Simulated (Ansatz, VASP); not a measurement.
**One calculation of InB3, two programs**

Contents of INCAR:

```
SYSTEM = InB3
ALGO = Normal ; EDIFF = 1E-7
ENCUT = 520 ; GGA = PE
ISIF = 2 ; ISMEAR = 0
LASPH = .TRUE. ; LCHARG = .TRUE.
LELF = .TRUE. ; LREAL = .FALSE.
LVHAR = .TRUE. ; LWAVE = .FALSE.
NBANDS = 19 ; NELM = 80
PREC = Accurate ; SIGMA = 0.1
```

The input KPOINTS:

```
k-points
0
G
  14 14 14
  0 0 0
```

POSCAR

```
InB3
1.0
    3.5840080802      0.0000000000      0.0000000000
    0.0000000000      3.5840080802      0.0000000000
    0.0000000000      0.0000000000      3.5840080802
In B
1 3
Direct
    0.0000000000      0.0000000000      0.0000000000
    0.0000000000      0.5000000000      0.5000000000
    0.5000000000      0.0000000000      0.5000000000
    0.5000000000      0.5000000000      0.0000000000
```

Input for Ansatz:

```yaml
crystal:
  lattice:
    - [3.5840080802, 0.0, 0.0]
    - [0.0, 3.5840080802, 0.0]
    - [0.0, 0.0, 3.5840080802]
  atoms:
    - { symbol: In, position: [0.0, 0.0, 0.0] }
    - { symbol: B, position: [0.0, 0.5, 0.5] }
    - { symbol: B, position: [0.5, 0.0, 0.5] }
    - { symbol: B, position: [0.5, 0.5, 0.0] }
basis:
  ecutwfc: 420
kpoints:
  mp_grid: { grid: [14, 14, 14] }
  band_path:
    path:
      - [[0.0, 0.0, 0.0], [0.0, 0.5, 0.0], [0.5, 0.5, 0.0], [0.0, 0.0, 0.0], [0.5, 0.5, 0.5], [0.0, 0.5, 0.0]]
      - [[0.5, 0.5, 0.5], [0.5, 0.5, 0.0]]
    npoints: 14
hamiltonian:
  xc: pbe
scf:
  occupations: { method: gaussian, width: 0.1 }
  n_extra_bands: 10
output:
  forces: true
  stress: true
  eigenvalues: true
  populations: true
  dos: { projected: true, de: 0.02, nscf_kmesh: { grid: [21, 21, 21] } }
  bader: true
  write_density: true
  write_potential: true
  elf: true
  volumetric_format: npy
```

The cell was built by a generator and needn't be a form met in nature.

Alike in both runs: task single point; functional PBE; k mesh 14 × 14 × 14; occupations gaussian, width 0.1 eV; no spin polarisation.

```csv
,VASP,Ansatz
version,VASP 6.6.1,Ansatz 0.2.0
potentials or method,"VASP PAW PBE potentials, release 64 (In_d, B)","scalar-relativistic, plane waves, PAW"
plane-wave cutoff (eV),520,420
valence electrons in the cell,22,22
```

```csv
,VASP,Ansatz,Ansatz less VASP
gap on the k mesh at the Fermi level (eV),none,none,-
pressure (GPa),0.0,0.0,0.00
```

A gap of «none» marks a metal or a gap that the smearing closes. With one functional, cell and mesh, what is left measures potentials, basis and numerics.
